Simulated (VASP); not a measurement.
The system is MgZr2O3.

```
CELL_PARAMETERS angstrom
3.66257 0.00000 0.00000
-1.83129 3.17188 0.00000
0.00000 0.00000 7.31816
ATOMIC_POSITIONS crystal
Mg 0.00000 0.00000 0.50000
Zr 0.00000 0.00000 0.85739
Zr 0.00000 0.00000 0.14261
O 0.50000 0.00000 0.50000
O 0.00000 0.50000 0.50000
O 0.50000 0.50000 0.50000
```

The cell was built by a generator and needn't be a form met in nature.

```yaml
Program: VASP 6.6.1
Task: relaxation of cell and atoms
Functional: PBE
Potentials_or_basis: VASP PAW PBE potentials, release 64 (Mg, Zr_sv, O)
Cutoff: 520 eV
k_mesh: 4 × 4 × 2
Occupations: gaussian, width 0.15 eV
Spin: no spin polarisation
```

At the start: pressure 40.8 GPa; volume 14.17 Å³/atom.

Problem. Where does the relaxation end?

Solution. Over 13 steps the energy falls by 580.5 meV/atom and the volume is 19.10 Å³/atom (+34.8 %); space group P6/mmm (No. 191, to 0.05 Å).

The path:
```tsv
step	energy change (eV)	largest force (eV/Å)	pressure (GPa)	volume (Å³)
1	0.0000	4.0147	40.85	85.02
2	-2.1386	1.5716	-17.43	137.60
3	-3.3938	0.2242	-0.65	114.37
4	-3.3950	0.3163	-0.15	113.73
5	-3.3936	0.3952	0.37	113.10
6	-3.4419	0.1887	0.31	113.24
7	-3.4721	0.3324	0.55	113.38
8	-3.4738	0.1746	0.68	113.36
9	-3.4742	0.2367	0.52	113.37
10	-3.4811	0.1551	-0.12	114.57
11	-3.4817	0.1211	-0.32	115.04
12	-3.4816	0.1122	-0.36	115.21
13	-3.4828	0.0424	0.07	114.61
```

Final structure:
```
Mg Zr O
1.0
     3.98181    0.00000    0.00000
    -1.99091    3.44835    0.00000
     0.00000    0.00000    8.34723
Mg Zr O
1 2 3
Direct
  0.00000 0.00000 0.50000
  0.00000 0.00000 0.83934
  0.00000 0.00000 0.16066
  0.50000 0.00000 0.50000
  0.00000 0.50000 0.50000
  0.50000 0.50000 0.50000
```

Caveat: the k mesh is coarse (spacing up to 0.50 Å⁻¹), so the values aren't converged; the volume moved by over 15 % at a fixed basis, so the end points are rough.
